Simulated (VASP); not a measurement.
Data:

```
CELL_PARAMETERS angstrom
      4.12422     0.00000     0.00000
     -2.06211     3.57168     0.00000
      0.00000     0.00000     6.82785
ATOMIC_POSITIONS crystal
  Zn 0.00000 0.00000 0.00133
  Cd 0.66667 0.33333 0.49317
  Se 0.66667 0.33333 0.10893
  Se 0.00000 0.00000 0.64458
```

All values below come from PBEsol GGA, VASP's PBE PAW potentials (set 64) (plane waves; VASP 6.6.1). Numerical set-up: 400 eV cut-off, Gaussian smearing of 0.050 eV, potentials Zn Cd Se.

Problem. Give the energies of bands 8 to 21 at the high-symmetry points, in eV from the valence-band maximum.

Solution. 
| band | Γ | M | K | A | L | H |
|---|---|---|---|---|---|---|
| 8 | -6.62 | -6.50 | -6.49 | -6.62 | -6.52 | -6.51 |
| 9 | -6.62 | -6.50 | -6.40 | -6.62 | -6.50 | -6.42 |
| 10 | -6.36 | -6.36 | -6.40 | -6.59 | -6.38 | -6.39 |
| 11 | -6.34 | -6.32 | -6.35 | -6.34 | -6.32 | -6.36 |
| 12 | -6.34 | -6.24 | -6.16 | -6.34 | -6.23 | -6.15 |
| 13 | -5.08 | -4.88 | -4.59 | -3.19 | -5.04 | -4.92 |
| 14 | -1.03 | -3.98 | -3.95 | -3.04 | -4.49 | -4.36 |
| 15 | -1.03 | -3.14 | -3.60 | -0.81 | -1.87 | -3.14 |
| 16 | -0.27 | -2.21 | -2.33 | -0.81 | -1.77 | -2.60 |
| 17 | 0.00 | -1.71 | -2.23 | -0.26 | -1.59 | -1.46 |
| 18 | 0.00 | -0.82 | -1.94 | -0.26 | -1.27 | -1.32 |
| 19 | 0.65 | 2.84 | 3.69 | 2.00 | 2.49 | 3.44 |
| 20 | 2.22 | 3.35 | 4.87 | 2.85 | 2.81 | 3.62 |
| 21 | 5.55 | 4.51 | 5.02 | 5.12 | 4.22 | 5.30 |

The gap is direct, 0.65 eV, from the valence maximum at Γ to the conduction minimum at Γ.

The structure comes from a computed database's ZnCdSe2 entry (P3m1); how it stands against other phases isn't given here. It was relaxed first, which changed the volume by -6 %.
